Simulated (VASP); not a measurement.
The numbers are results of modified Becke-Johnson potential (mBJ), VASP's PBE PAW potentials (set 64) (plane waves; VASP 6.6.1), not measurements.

VASP ran on this input.

**KPOINTS_OPT**
```
k-points along high-symmetry lines
7
Line-mode
Reciprocal
  0.000000   0.000000   0.000000 ! GAMMA
  0.500000   0.000000   0.000000 ! M

  0.500000   0.000000   0.000000 ! M
  0.333333   0.333333   0.000000 ! K

  0.333333   0.333333   0.000000 ! K
  0.000000   0.000000   0.000000 ! GAMMA

  0.000000   0.000000   0.000000 ! GAMMA
  0.000000   0.000000   0.500000 ! A

  0.000000   0.000000   0.500000 ! A
  0.500000   0.000000   0.500000 ! L

  0.500000   0.000000   0.500000 ! L
  0.333333   0.333333   0.500000 ! H

  0.333333   0.333333   0.500000 ! H
  0.000000   0.000000   0.500000 ! A

  0.500000   0.000000   0.500000 ! L
  0.500000   0.000000   0.000000 ! M

  0.333333   0.333333   0.500000 ! H
  0.333333   0.333333   0.000000 ! K
```

**POSCAR**
```
ZnO
1
    3.2866411035     0.0000000000     0.0000000000
   -1.6433205518     2.8463143323     0.0000000000
    0.0000000000     0.0000000000     5.3016544781
Zn O
2 2
Direct
  0.6666670000   0.3333330000   0.5005619229
  0.3333330000   0.6666670000   0.0005619229
  0.6666670000   0.3333330000   0.8797480771
  0.3333330000   0.6666670000   0.3797480771
```

**INCAR**
```
ALGO=Normal
EDIFF=1E-6
ENCUT=500
ISIF=0
ISMEAR=0
LASPH=.True.
LCHARG=.False.
LMAXMIX=4
LMIXTAU=.True.
LREAL=.False.
LWAVE=.False.
METAGGA=MBJ
NELM=200
PREC=Accurate
SIGMA=0.05
SYSTEM=ZnO
```

File KPOINTS:
```
kpoints
0
Gamma
 6 6 4
```

POTCAR, in this order: Zn O (PBE.64 set). Program: vasp_std. Read from the step before: WAVECAR.

Q: What will the output report for the number of irreducible k-points (NKPTS), largest plane-wave count, number of space-group operations, FFT grid (NGX, NGY, NGZ)?

A: 
```yaml
number of irreducible k-points (NKPTS): 21
largest_plane_wave_count: 1278
number_of_space_group_operations: 12
FFT grid (NGX, NGY, NGZ): 24 × 24 × 40
```

The structure comes from a computed database's ZnO entry (P6_3mc); how it stands against other phases isn't given here. It was relaxed first. The cell's shape comes from a PBE relaxation.
